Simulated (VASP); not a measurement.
An input for Ansatz (written as the equivalent of a VASP run, and not itself run):

Ansatz 0.2 input:
```yaml
crystal:
  lattice:
    - [2.8800000, 0.0000000, 0.0000000]
    - [0.0000000, 2.8800000, 0.0000000]
    - [0.0000000, 0.0000000, 2.8800000]
  atoms:
    - { symbol: Ga, position: [0.4945870, 0.5012000, 0.5001660] }
    - { symbol: Co, position: [0.0054130, -0.0012000, -0.0001660] }
kpoints:
  mp_grid: { grid: [11, 11, 11] }
hamiltonian:
  xc: pbe
  pseudopotentials: { kind: paw }
scf:
  occupations: { method: gaussian, width: 0.272 }
  max_iter: 100
output: { forces: true, stress: true, eigenvalues: true }
```

### Question
Write the VASP files for the same calculation (PBE).

### Answer
This is not unique; one that fits is 
File POSCAR:
```
CoGa
1.0
  2.8800000000   0.0000000000   0.0000000000
  0.0000000000   2.8800000000   0.0000000000
  0.0000000000   0.0000000000   2.8800000000
Ga Co
1 1
direct
  0.4945870000   0.5012000000   0.5001660000
  0.0054130000  -0.0012000000  -0.0001660000
```

### KPOINTS
```
K-points
0
gamma
  11 11 11
0 0 0
```

### INCAR
```
ISIF = 2
LREAL = F   ! projection in real space or not
LWAVE = F
ENCUT = 300
NELM = 100   ! most electronic steps
EDIFF = 1E-6   ! SCF stop (eV)
LMAXMIX = 4
SYSTEM = CoGa
ISMEAR = 0   ! Gaussian
GGA = PE   ! PBE
SIGMA = 0.272   ! width (eV)
LCHARG = F
LASPH = T
ALGO = Normal   ! blocked Davidson
PREC = Accurate
```

POTCAR, in this order: Ga_d Co (PBE.64 set). Program: vasp_std.

Limits of the translation: each code has its own PAW files, so the cut-off isn't converted (ENCUT is set for VASP's; basis.ecutwfc is left out, and Ansatz then takes the one that its files recommend); Ansatz stops its SCF on the density residual and VASP on the energy change (EDIFF).

The structure is a typed CoGa crystal. The cell was not relaxed at this level, atoms are displaced from their ideal sites.
